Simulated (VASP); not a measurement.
All values below come from HSE06 screened hybrid, VASP's PBE PAW potentials (set 64) (plane waves; VASP).

VASP input:

INCAR:
```
SYSTEM = TiSi63
PREC = Normal
ENCUT = 400
EDIFF = 1E-5
NELM = 50
ALGO = Normal
LREAL = Auto
LASPH = .TRUE.
ISMEAR = 0
SIGMA = 0.05
GGA = PE
LMAXMIX = 4
LWAVE = .FALSE.
LCHARG = .FALSE.
NELMIN = 4
ISYM = 0
NELECT = 255.0
ISPIN = 2
NUPDOWN = 1
MAGMOM = 64*0.0156
LORBIT = 10
HFSCREEN = 0.2
AEXX = 0.25
LHFCALC = .TRUE.
PRECFOCK = Fast
ISIF = 0
```

File POSCAR:
```
TiSi63
21.8741490
  0.5000000092   0.0000000000   0.0000000000
  0.0000000000   0.5000000092   0.0000000000
  0.0000000000   0.0000000000   0.5000000092
Si Ti
63 1
Cart
  0.2500105605   0.0001121281   0.0000709684
  0.3123242147   0.0620961530   0.0622462812
  0.3749777417   0.1249653433   0.0001921154
  0.4379664308   0.1875789025   0.0621213558
  0.3749675764   0.0000857716   0.1250890172
  0.4379805802   0.0620695123   0.1876052043
  0.0000003784   0.0000009199   0.4999727287
  0.0625340604   0.0625245996   0.0625599751
  0.1251218813   0.1250750680   0.0000218604
  0.1876142847   0.1875663015   0.0624540065
  0.2499868252   0.2499726519   0.0000228606
  0.3124532692   0.3124498260   0.0622746280
  0.3749702432   0.3749833016   0.4999075163
  0.4374637858   0.4374734787   0.0625648034
  0.1251157875   0.0000533583   0.1251128914
  0.1876294625   0.0624767247   0.1876155628
  0.2497083807   0.1244524520   0.1244211362
  0.3165350692   0.1840233711   0.1839085041
  0.3759522063   0.2506570123   0.1241318365
  0.4376937864   0.3125320348   0.1876334789
  0.2499719508   0.0000200719   0.2499378124
  0.3124103862   0.0622885536   0.3124366231
  0.3758835001   0.1241886814   0.2505641064
  0.4378133768   0.1875040935   0.3125098017
  0.3749407590   0.4999386266   0.3749224859
  0.4374576880   0.0625236546   0.4374746224
  0.4999841294   0.2500247110   0.0001465571
  0.0620448195   0.3123591924   0.0621700131
  0.1250004314   0.3750339013   0.0002110823
  0.1875981550   0.4380838352   0.0621006122
  0.4999995517   0.1250852539   0.1250713764
  0.0623981541   0.1875887336   0.1875778053
  0.1242811083   0.2495784105   0.1242443275
  0.1837506537   0.3165630466   0.1836408290
  0.2506243776   0.3759723259   0.1240733480
  0.3125023107   0.4376455618   0.1876490828
  0.4999267345   0.4999744195   0.2499932711
  0.0620449067   0.0620070546   0.3123717015
  0.1242471724   0.1242911951   0.2496127377
  0.1831991844   0.1835797703   0.3170519239
  0.3162869104   0.3161201775   0.3167091807
  0.3756448384   0.3756129045   0.2496805195
  0.4378229808   0.4378991457   0.3123716468
  0.1250620634   0.0001227184   0.3749505132
  0.1875856443   0.0620526452   0.4380326596
  0.2505599366   0.1241683656   0.3759128806
  0.3125031789   0.1874612658   0.4378771633
  0.3759782730   0.2493375587   0.3760277305
  0.4380272590   0.3124247284   0.4380531002
  0.0001137186   0.3750070231   0.1250831475
  0.0620674649   0.4380516005   0.1876334394
  0.4999954405   0.2499968217   0.2499179836
  0.0621630285   0.3125179144   0.3124239943
  0.1241558818   0.3759066208   0.2505396733
  0.1875608246   0.4377216314   0.3124894715
  0.0001580698   0.1250134885   0.3749678864
  0.0619481362   0.1875711367   0.4381811819
  0.1238732907   0.2507989383   0.3761723672
  0.1875115609   0.3125734593   0.4379182840
  0.2494642186   0.3758716235   0.3759292913
  0.3124021923   0.4380314872   0.4380332443
  0.4998741044   0.3750220039   0.3749266579
  0.0625394137   0.4374714478   0.4374727709
  0.2495359962   0.2498775632   0.2503616367
```

**KPOINTS**
```
Automatic mesh
0
Gamma
1 1 1
0 0 0
```

POTCAR, in this order: Si Ti (PBE.64 set). Program: vasp_gam. Read from the step before: WAVECAR.

### Question
What will the output report for the number of irreducible k-points (NKPTS), largest plane-wave count, FFT grid (NGX, NGY, NGZ)?

### Answer

The number of irreducible k-points (NKPTS) is 1. The largest plane-wave count is 11924 and the FFT grid (NGX, NGY, NGZ) comes out as 54 × 54 × 54.

The cell is a supercell with a defect, built from Si (diamond): Ti_Si, charge +1. The cell's shape comes from a PBE relaxation.
